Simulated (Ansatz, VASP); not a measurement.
# One calculation of CdGeS3, two programs

```
CELL_PARAMETERS angstrom
4.81465 0.00000 0.00000
0.00000 4.81465 0.00000
0.00000 0.00000 4.81465
ATOMIC_POSITIONS crystal
Cd 0.00000 0.00000 0.00000
Ge 0.50000 0.50000 0.50000
S 0.00000 0.50000 0.50000
S 0.50000 0.00000 0.50000
S 0.50000 0.50000 0.00000
```

Change from the starting cell: species swapped into the HoBRh3 type (Pm-3m, No. 221).

Alike in both runs: task single point; functional PBE; k mesh 4 × 4 × 4; occupations gaussian, width 0.1 eV; no spin polarisation.

|  | VASP | Ansatz |
| --- | --- | --- |
| version | VASP 6.6.1 | Ansatz 0.2.0 |
| potentials or method | VASP PAW PBE potentials, release 64 (Cd, Ge_d, S) | scalar-relativistic, plane waves, PAW |
| plane-wave cutoff (eV) | 520 | 420 |
| valence electrons in the cell | 44 | 52 |

```csv
,VASP,Ansatz,Ansatz less VASP
gap on the k mesh at the Fermi level (eV),none,none,-
pressure (GPa),-2.3,-2.3,+0.02
```

A gap of «none» marks a metal or a gap that the smearing closes. The two sets of potentials don't hold the same shells in valence.
